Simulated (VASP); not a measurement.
# Ta(110) over its thickness, part 3 of 7

How many layers does a slab of Ta(110) need before surface energy, work function and relaxation settle?

VASP 6.6.1; PBE; plane waves and PAW (Ta).

So far. Step 4 (Surface relaxation, layers 4): The run ended after 7 ionic steps, 0.069 eV below its first step, once the forces on the free atoms met EDIFFG = -0.01. Step 5 (The vacuum level, layers 4): The vacuum level lies 4.76 eV above the Fermi level at the upper face; both faces agree, as the slab has next to no dipole.

**6. Surface relaxation, layers 5**

System of this step: Ta(110). The cell holds 5 atoms: 5 Ta. Cell: a = 3.310 Å, b = 2.867 Å, c = 24.362 Å, α = 90.0°, β = 90.0°, γ = 54.7°. It derives from Ta. 5 layers of bcc Ta, cut at this functional's lattice. Vacuum lies along c.

The input, INCAR:

```
SYSTEM = Ta
PREC = Normal
ENCUT = 320
EDIFF = 1E-06
NELM = 120
ISMEAR = 1
SIGMA = 0.15
LREAL = .FALSE.
ALGO = Fast
GGA = PE
NBANDS = 18
LASPH = .TRUE.
LORBIT = 11
LWAVE = .FALSE.
LCHARG = .FALSE.
KPAR = 4
IBRION = 2
NSW = 50
ISIF = 2
EDIFFG = -0.01
POTIM = 0.4
MAXMIX = 40
```

The input, POSCAR:

```
Ta
1.0
    3.3100000000      0.0000000000      0.0000000000
    1.6550000000      2.3405234457      0.0000000000
    0.0000000000      0.0000000000     24.3620937829
Ta
5
Direct
    0.0000000000      0.0000000000      0.3078553100
    0.5000000000      0.0000000000      0.4039276600
    0.0000000000      0.0000000000      0.5000000000
    0.5000000000      0.0000000000      0.5960723400
    0.0000000000      0.0000000000      0.6921446900
```

The input, KPOINTS:

```
Automatic mesh
0
Gamma
14 14 1
0 0 0
```

The projector-augmented-wave data sets are Ta (PBE family, release 64).

Run with:

```sh
> mpirun -np 4 vasp_std
```

Log:

```text
[banner, memory and clock lines left out]
running    4 mpi-ranks, on    1 nodes
[...]
LDA part: xc-table for (Slater+PW92), standard interpolation
 POSCAR, INCAR and KPOINTS ok, starting setup
[...]
entering main loop
       N       E                     dE             d eps       ncg     rms          rms(c)
DAV:   1     0.592437401953E+02    0.59244E+02   -0.69269E+03  2060   0.719E+02
DAV:   2    -0.518064079916E+02   -0.11105E+03   -0.10761E+03  3074   0.153E+02
DAV:   3    -0.611986759299E+02   -0.93923E+01   -0.91349E+01  2660   0.470E+01
DAV:   4    -0.617204882833E+02   -0.52181E+00   -0.51468E+00  3582   0.106E+01
[...]
RMM:  24    -0.569526148631E+02   -0.33652E-05   -0.39442E-07  1236   0.302E-03    0.436E-04
RMM:  25    -0.569526163057E+02   -0.14427E-05   -0.24775E-07  1106   0.239E-03    0.251E-04
RMM:  26    -0.569526164535E+02   -0.14777E-06   -0.10695E-07   962   0.197E-03
   1 F= -.56952616E+02 E0= -.56953578E+02  d E =-.569526E+02
[... from here on, the cycles between the ionic steps are left out ...]
   2 F= -.56984053E+02 E0= -.56985042E+02  d E =-.314366E-01
   3 F= -.57005368E+02 E0= -.57006954E+02  d E =-.527513E-01
   4 F= -.57005375E+02 E0= -.57006942E+02  d E =-.527587E-01
   5 F= -.57008745E+02 E0= -.57010294E+02  d E =-.337007E-02
   6 F= -.57016410E+02 E0= -.57017931E+02  d E =-.110352E-01
   7 F= -.57020459E+02 E0= -.57022103E+02  d E =-.150835E-01
   8 F= -.57020901E+02 E0= -.57022483E+02  d E =-.155262E-01
   9 F= -.57020902E+02 E0= -.57022489E+02  d E =-.155265E-01
  10 F= -.57020913E+02 E0= -.57022456E+02  d E =-.109725E-04
  11 F= -.57020926E+02 E0= -.57022489E+02  d E =-.240420E-04
[...]
reached required accuracy - stopping structural energy minimisation
```

It took 90 s on 4 MPI ranks of Intel Xeon 6975P-C (Granite Rapids), shared host; peak memory 0.92 GiB.

Parts of OUTCAR (step 6):

```text
  Total       -2.3657387     -2.4423941     -0.1871798      0.0000000      0.0000000      0.0000000
  in kB      -20.0826840    -20.7334096     -1.5889637      0.0000000      0.0000000      0.0000000
  external PRESSURE =     -14.1350191 kB  Pullay stress =       0.0000000 kB

 POSITION                                       TOTAL-FORCE (eV/Angst)
 -----------------------------------------------------------------------------------
      0.00000      0.00000      7.62377        -0.000000      0.000000     -0.002678
      1.65500      0.00000      9.84589        -0.000000     -0.000000     -0.000489
      0.00000      0.00000     12.18105         0.000000      0.000000      0.000000
      3.31000      2.34052     14.51620        -0.000000      0.000000      0.000489
      0.00000      0.00000     16.73832        -0.000000     -0.000000      0.002678
 -----------------------------------------------------------------------------------
    total drift:                                0.000000     -0.000000      0.000000

  FREE ENERGIE OF THE ION-ELECTRON SYSTEM (eV)
  ---------------------------------------------------
  free  energy   TOTEN  =       -57.0209256895 eV

  energy  without entropy=      -57.0256155017  energy(sigma->0) =      -57.02248896

[... 1 part as in an earlier step ...]

[... 3 further parts left out ...]
[key lines of the parts left out:]
E-fermi :   0.4355
```

Step by step:

| step | energy less that of the first step (eV) | largest force (eV/Å) |
| --- | --- | --- |
| 1 | 0.0000 | 0.5410 |
| 2 | -0.0314 | 0.3997 |
| 3 | -0.0528 | 0.1534 |
| 4 | -0.0528 | 0.1398 |
| 5 | -0.0561 | 0.1255 |
| 6 | -0.0638 | 0.0846 |
| 7 | -0.0678 | 0.0342 |
| 8 | -0.0683 | 0.0156 |
| 9 | -0.0683 | 0.0135 |
| 10 | -0.0683 | 0.0128 |
| 11 | -0.0683 | 0.0027 |

The atoms that moved most (Å):

| atom | dx | dy | dz | length |
| --- | --- | --- | --- | --- |
| Ta1 | 0.000 | 0.000 | 0.124 | 0.124 |
| Ta5 | 0.000 | 0.000 | -0.124 | 0.124 |
| Ta4 | 0.000 | 0.000 | -0.005 | 0.005 |
| Ta2 | 0.000 | 0.000 | 0.005 | 0.005 |

The relaxed structure:

```xyz
5
Lattice="3.3100 0.0000 0.0000 1.6550 2.3405 0.0000 0.0000 0.0000 24.3621" Properties=species:S:1:pos:R:3
Ta    0.0000    0.0000    7.6238
Ta    1.6550    0.0000    9.8459
Ta    0.0000    0.0000   12.1810
Ta    1.6550    0.0000   14.5162
Ta    0.0000    0.0000   16.7383
```

The run ended after 11 ionic steps, 0.068 eV below its first step, once the forces on the free atoms met EDIFFG = -0.01.

**7. The vacuum level, layers 5**

Edit INCAR of step 6 so:

```diff
@@ -16,7 +16,6 @@
 KPAR = 4
-IBRION = 2
-NSW = 50
-ISIF = 2
-EDIFFG = -0.01
-POTIM = 0.4
-MAXMIX = 40
+IDIPOL = 3
+LDIPOL = .TRUE.
+DIPOL = 0.5 0.5 0.5
+LVHAR = .TRUE.
+LVACPOTAV = .TRUE.
```

The input, POSCAR:

```
Ta
1.0
    3.3100000000      0.0000000000      0.0000000000
    1.6550000000      2.3405234457      0.0000000000
    0.0000000000      0.0000000000     24.3620937829
Ta
5
Direct
    0.0000000000      0.0000000000      0.3129359451
    0.5000000000      0.0000000000      0.4041479182
    0.0000000000      0.0000000000      0.5000000000
    0.5000000000      0.0000000000      0.5958520818
    0.0000000000      0.0000000000      0.6870640549
```

KPOINTS is that of step 6.

Run with:

```sh
> mpirun -np 4 vasp_std
```

Log:

```text
[... set-up lines as in an earlier step ...]
 entering main loop
       N       E                     dE             d eps       ncg     rms          rms(c)
DAV:   1     0.620866570250E+02    0.62087E+02   -0.69553E+03  2060   0.719E+02
DAV:   2    -0.516960633569E+02   -0.11378E+03   -0.11016E+03  3082   0.155E+02
DAV:   3    -0.612319593867E+02   -0.95359E+01   -0.92672E+01  2656   0.477E+01
DAV:   4    -0.617590559459E+02   -0.52710E+00   -0.52079E+00  3598   0.107E+01
[...]
RMM:  23    -0.570209195108E+02   -0.10288E-04   -0.66170E-07  1491   0.352E-03    0.768E-04
RMM:  24    -0.570209246831E+02   -0.51723E-05   -0.46314E-07  1309   0.266E-03    0.709E-04
RMM:  25    -0.570209254451E+02   -0.76200E-06   -0.19190E-07  1031   0.206E-03
 [... a notice as in an earlier step ...]

   1 F= -.57020925E+02 E0= -.57022487E+02  d E =0.468481E-02
```

Wall time 26 s (4 MPI ranks); peak memory 0.81 GiB; 98 s of CPU time.

Parts of OUTCAR (step 7):

```text
  Total       -2.3661177     -2.4418689     -0.1889127     -0.0000000      0.0000000      0.0000000
  in kB      -20.0859016    -20.7289509     -1.6036742     -0.0000000      0.0000000      0.0000000
  external PRESSURE =     -14.1395089 kB  Pullay stress =       0.0000000 kB

 POSITION                                       TOTAL-FORCE (eV/Angst)
 -----------------------------------------------------------------------------------
      0.00000      0.00000      7.62377         0.000000      0.000000     -0.002093
      1.65500      0.00000      9.84589         0.000000      0.000000     -0.001228
      0.00000      0.00000     12.18105        -0.000000      0.000000      0.000000
      1.65500      0.00000     14.51620         0.000000      0.000000      0.001228
      0.00000      0.00000     16.73832         0.000000     -0.000000      0.002093
 -----------------------------------------------------------------------------------
    total drift:                                0.000000      0.000000      0.000000

  FREE ENERGIE OF THE ION-ELECTRON SYSTEM (eV)
  ---------------------------------------------------
  free  energy   TOTEN  =       -57.0209254451 eV

  energy  without entropy=      -57.0256102580  energy(sigma->0) =      -57.02248705

[... 2 parts as in an earlier step ...]

[... 1 further part left out ...]
[key lines of the parts left out:]
E-fermi :   0.4356
```

Zero at the Fermi level. Planar average of the electrostatic potential against height:

| height (Å) | planar average of the electrostatic potential (eV) |
| --- | --- |
| 0.0 | 4.74 |
| 0.5 | 4.74 |
| 1.0 | 4.74 |
| 1.5 | 4.74 |
| 2.0 | 4.74 |
| 2.5 | 4.74 |
| 3.0 | 4.74 |
| 3.5 | 4.74 |
| 4.0 | 4.73 |
| 4.5 | 4.69 |
| 5.0 | 4.58 |
| 5.5 | 4.22 |
| 6.0 | 3.10 |
| 6.5 | -0.193 |
| 7.0 | -5.98 |
| 7.5 | -9.74 |
| 8.0 | -8.12 |
| 8.5 | -3.27 |
| 9.0 | -3.45 |
| 9.5 | -8.25 |
| 10.0 | -9.42 |
| 10.5 | -5.08 |
| 11.0 | -1.37 |
| 11.5 | -4.76 |
| 12.0 | -9.18 |
| 12.5 | -8.36 |
| 13.0 | -3.33 |
| 13.5 | -1.79 |
| 14.0 | -6.59 |
| 14.5 | -9.73 |
| 15.0 | -7.01 |
| 15.5 | -2.62 |
| 16.0 | -4.46 |
| 16.5 | -9.12 |
| 17.0 | -9.17 |
| 17.5 | -4.37 |
| 18.0 | 1.07 |
| 18.5 | 3.55 |
| 19.0 | 4.36 |
| 19.5 | 4.62 |
| 20.0 | 4.71 |
| 20.5 | 4.73 |
| 21.0 | 4.74 |
| 21.5 | 4.74 |
| 22.0 | 4.74 |
| 22.5 | 4.74 |
| 23.0 | 4.74 |
| 23.5 | 4.74 |
| 24.0 | 4.74 |

The vacuum level lies 4.74 eV above the Fermi level at the upper face; both faces agree, as the slab has next to no dipole.

The program found no field-free point at its default tolerance, but its printed level agrees with the flat part of the planar average.

**8. Relaxing the slab, layers 6**

System of this step: Ta(110). The cell holds 6 atoms: 6 Ta. Its edges and angles: a = 3.310 Å, b = 2.867 Å, c = 26.703 Å, α = 90.0°, β = 90.0°, γ = 54.7°. It derives from Ta. 6 layers of bcc Ta, cut at this functional's lattice. Vacuum lies along c.

The input, INCAR:

```
SYSTEM = Ta
PREC = Normal
ENCUT = 320
EDIFF = 1E-06
NELM = 120
ISMEAR = 1
SIGMA = 0.15
LREAL = .FALSE.
ALGO = Fast
GGA = PE
NBANDS = 21
LASPH = .TRUE.
LORBIT = 11
LWAVE = .FALSE.
LCHARG = .FALSE.
KPAR = 4
IBRION = 2
NSW = 50
ISIF = 2
EDIFFG = -0.01
POTIM = 0.4
MAXMIX = 40
```

The input, POSCAR:

```
Ta
1.0
    3.3100000000      0.0000000000      0.0000000000
    1.6550000000      2.3405234457      0.0000000000
    0.0000000000      0.0000000000     26.7026172286
Ta
6
Direct
    0.5000000000      0.0000000000      0.2808713400
    0.0000000000      0.0000000000      0.3685228100
    0.5000000000      0.0000000000      0.4561742700
    0.0000000000      0.0000000000      0.5438257300
    0.5000000000      0.0000000000      0.6314771900
    0.0000000000      0.0000000000      0.7191286600
```

KPOINTS is that of step 7.

Run with:

```sh
> mpirun -np 4 vasp_std
```

Log:

```text
[banner, memory and clock lines left out]
running    4 mpi-ranks, on    1 nodes
[...]
LDA part: xc-table for (Slater+PW92), standard interpolation
 POSCAR, INCAR and KPOINTS ok, starting setup
[...]
entering main loop
       N       E                     dE             d eps       ncg     rms          rms(c)
DAV:   1     0.697206765847E+02    0.69721E+02   -0.85059E+03  2394   0.764E+02
DAV:   2    -0.623941951795E+02   -0.13211E+03   -0.12521E+03  3589   0.161E+02
DAV:   3    -0.736206203718E+02   -0.11226E+02   -0.10379E+02  3047   0.481E+01
DAV:   4    -0.743718838679E+02   -0.75126E+00   -0.73545E+00  4103   0.117E+01
[...]
RMM:  26    -0.688196408172E+02   -0.46638E-05    0.10936E-06  1489   0.469E-03    0.139E-03
RMM:  27    -0.688196422614E+02   -0.14442E-05   -0.38409E-07  1454   0.312E-03    0.849E-04
RMM:  28    -0.688196426661E+02   -0.40468E-06   -0.11992E-07  1308   0.211E-03
   1 F= -.68819643E+02 E0= -.68820307E+02  d E =-.688196E+02
[... from here on, the cycles between the ionic steps are left out ...]
   2 F= -.68852842E+02 E0= -.68853816E+02  d E =-.331990E-01
   3 F= -.68877874E+02 E0= -.68878959E+02  d E =-.582317E-01
   4 F= -.68878052E+02 E0= -.68879145E+02  d E =-.584091E-01
   5 F= -.68879921E+02 E0= -.68880975E+02  d E =-.186940E-02
   6 F= -.68883154E+02 E0= -.68884117E+02  d E =-.510178E-02
   7 F= -.68883437E+02 E0= -.68884385E+02  d E =-.538522E-02
   8 F= -.68885362E+02 E0= -.68886227E+02  d E =-.192513E-02
   9 F= -.68888637E+02 E0= -.68889744E+02  d E =-.520051E-02
  10 F= -.68888796E+02 E0= -.68890107E+02  d E =-.535921E-02
  11 F= -.68888805E+02 E0= -.68890068E+02  d E =-.536785E-02
[...]
reached required accuracy - stopping structural energy minimisation
```

It took 2 min on 4 MPI ranks; peak memory 0.9 GiB.

Parts of OUTCAR (step 8):

```text
  Total       -2.4795103     -2.6823194     -0.3361392      0.0000000      0.0000000      0.0000000
  in kB      -19.2035571    -20.7742933     -2.6033643      0.0000000      0.0000000      0.0000000
  external PRESSURE =     -14.1937383 kB  Pullay stress =       0.0000000 kB

 POSITION                                       TOTAL-FORCE (eV/Angst)
 -----------------------------------------------------------------------------------
      1.65500      0.00000      7.62161        -0.000000      0.000000      0.006466
      0.00000      0.00000      9.84283        -0.000000      0.000000      0.004172
      1.65500      0.00000     12.18786         0.000000      0.000000     -0.009186
      0.00000      0.00000     14.51475        -0.000000      0.000000      0.009186
      1.65500      0.00000     16.85979        -0.000000      0.000000     -0.004172
      0.00000      0.00000     19.08100         0.000000      0.000000     -0.006466
 -----------------------------------------------------------------------------------
    total drift:                                0.000000     -0.000000     -0.000000

  FREE ENERGIE OF THE ION-ELECTRON SYSTEM (eV)
  ---------------------------------------------------
  free  energy   TOTEN  =       -68.8888048136 eV

  energy  without entropy=      -68.8925946909  energy(sigma->0) =      -68.89006811

[... 1 part as in an earlier step ...]

[... 3 further parts left out ...]
[key lines of the parts left out:]
E-fermi :   0.9205
```

The steps of the relaxation:

| step | energy less that of the first step (eV) | largest force (eV/Å) |
| --- | --- | --- |
| 1 | 0.0000 | 0.5410 |
| 2 | -0.0332 | 0.4038 |
| 3 | -0.0582 | 0.1111 |
| 4 | -0.0584 | 0.1111 |
| 5 | -0.0603 | 0.0924 |
| 6 | -0.0635 | 0.0924 |
| 7 | -0.0638 | 0.1263 |
| 8 | -0.0657 | 0.1024 |
| 9 | -0.0690 | 0.0175 |
| 10 | -0.0692 | 0.0192 |
| 11 | -0.0692 | 0.0092 |

The atoms that moved most (Å):

| atom | dx | dy | dz | length |
| --- | --- | --- | --- | --- |
| Ta6 | 0.000 | 0.000 | -0.122 | 0.122 |
| Ta1 | 0.000 | 0.000 | 0.122 | 0.122 |
| Ta3 | 0.000 | 0.000 | 0.007 | 0.007 |
| Ta4 | 0.000 | 0.000 | -0.007 | 0.007 |

Final coordinates:

```xyz
6
Lattice="3.3100 0.0000 0.0000 1.6550 2.3405 0.0000 0.0000 0.0000 26.7026" Properties=species:S:1:pos:R:3
Ta    1.6550    0.0000    7.6216
Ta    0.0000    0.0000    9.8428
Ta    1.6550    0.0000   12.1879
Ta    0.0000    0.0000   14.5148
Ta    1.6550    0.0000   16.8598
Ta    0.0000    0.0000   19.0810
```

The run ended after 11 ionic steps, 0.069 eV below its first step, once the forces on the free atoms met EDIFFG = -0.01.

**9. The vacuum level, layers 6**

Edit INCAR of step 8 so:

```diff
@@ -16,7 +16,6 @@
 KPAR = 4
-IBRION = 2
-NSW = 50
-ISIF = 2
-EDIFFG = -0.01
-POTIM = 0.4
-MAXMIX = 40
+IDIPOL = 3
+LDIPOL = .TRUE.
+DIPOL = 0.5 0.5 0.5
+LVHAR = .TRUE.
+LVACPOTAV = .TRUE.
```

The input, POSCAR:

```
Ta
1.0
    3.3100000000      0.0000000000      0.0000000000
    1.6550000000      2.3405234457      0.0000000000
    0.0000000000      0.0000000000     26.7026172286
Ta
6
Direct
    0.5000000000      0.0000000000      0.2854257143
    0.0000000000      0.0000000000      0.3686092113
    0.5000000000      0.0000000000      0.4564295458
    0.0000000000      0.0000000000      0.5435704542
    0.5000000000      0.0000000000      0.6313907887
    0.0000000000      0.0000000000      0.7145742857
```

KPOINTS is that of step 8.

Run with:

```sh
> mpirun -np 4 vasp_std
```

Log:

```text
[... set-up lines as in an earlier step ...]
 entering main loop
       N       E                     dE             d eps       ncg     rms          rms(c)
DAV:   1     0.727401578271E+02    0.72740E+02   -0.85346E+03  2394   0.765E+02
DAV:   2    -0.617993578503E+02   -0.13454E+03   -0.12718E+03  3536   0.162E+02
DAV:   3    -0.735412098364E+02   -0.11742E+02   -0.10900E+02  3061   0.494E+01
DAV:   4    -0.743157358690E+02   -0.77453E+00   -0.75753E+00  4114   0.119E+01
[...]
RMM:  25    -0.688887989135E+02   -0.54450E-05   -0.62127E-07  1612   0.387E-03    0.131E-03
RMM:  26    -0.688888040725E+02   -0.51590E-05   -0.52838E-07  1595   0.292E-03    0.569E-04
RMM:  27    -0.688888047764E+02   -0.70388E-06   -0.13660E-07  1075   0.177E-03
 [... a notice as in an earlier step ...]

   1 F= -.68888805E+02 E0= -.68890068E+02  d E =0.379028E-02
```

Elapsed: 35 s, on 4 MPI ranks; peak memory 0.88 GiB; 2.2 min of CPU time.

OUTCAR, selected parts (step 9):

```text
  Total       -2.4802597     -2.6839585     -0.3341760      0.0000000      0.0000000      0.0000000
  in kB      -19.2093613    -20.7869877     -2.5881598      0.0000000      0.0000000      0.0000000
  external PRESSURE =     -14.1948362 kB  Pullay stress =       0.0000000 kB

 POSITION                                       TOTAL-FORCE (eV/Angst)
 -----------------------------------------------------------------------------------
      1.65500      0.00000      7.62161        -0.000000      0.000000      0.006005
      0.00000      0.00000      9.84283         0.000000      0.000000      0.004182
      1.65500      0.00000     12.18786        -0.000000      0.000000     -0.009944
      0.00000      0.00000     14.51475         0.000000      0.000000      0.009944
      1.65500      0.00000     16.85979         0.000000      0.000000     -0.004182
      0.00000      0.00000     19.08100        -0.000000      0.000000     -0.006005
 -----------------------------------------------------------------------------------
    total drift:                               -0.000000      0.000000      0.000000

  FREE ENERGIE OF THE ION-ELECTRON SYSTEM (eV)
  ---------------------------------------------------
  free  energy   TOTEN  =       -68.8888047764 eV

  energy  without entropy=      -68.8925950593  energy(sigma->0) =      -68.89006820

[... 2 parts as in an earlier step ...]

[... 1 further part left out ...]
[key lines of the parts left out:]
E-fermi :   0.9204
```

The planar average of the electrostatic potential oscillates, so the rows of the table below give means over windows of 2.28 Å about each position, cut where the curve ends. Its maxima inside the range that stand out by 2 % of the span (Å: eV): 8.8: -2.37, 11.0: -1.29, 13.4: -1.42, 15.7: -1.29, 17.9: -2.37. Its minima: 7.6: -9.90, 9.8: -9.77, 12.2: -9.66, 14.5: -9.66, 16.9: -9.77, 19.1: -9.90.

Zero at the Fermi level. Table of planar average of the electrostatic potential by height; means over each step:

| height (Å) | planar average of the electrostatic potential (eV) |
| --- | --- |
| 1.14 | 4.72 |
| 3.42 | 4.71 |
| 5.70 | 2.72 |
| 7.98 | -6.26 |
| 10.26 | -5.80 |
| 12.54 | -5.78 |
| 14.82 | -5.77 |
| 17.10 | -6.07 |
| 19.38 | -5.57 |
| 21.66 | 4.24 |
| 23.94 | 4.72 |
| 26.22 | 4.72 |

The vacuum level lies 4.72 eV above the Fermi level at the upper face; both faces agree, as the slab has next to no dipole.

The program found no field-free point at its default tolerance, but its printed level agrees with the flat part of the planar average.

(Part 3 of 7 ends here.)

[Lines on the potential files, build, host, timing and source positions are cut from VASP's logs without a mark.]

[Logs are printed without paths, hosts, clocks, repeated set-up lines and the standing remarks that a program may print on its own settings, such as how far it seeks lower states.]

[Hosts, paths, dates, database ids (printed as entryN), source tags and the programs' standing remarks are cut or masked in the printed files.]

[Runs that stopped without an error message from VASP are left out.]
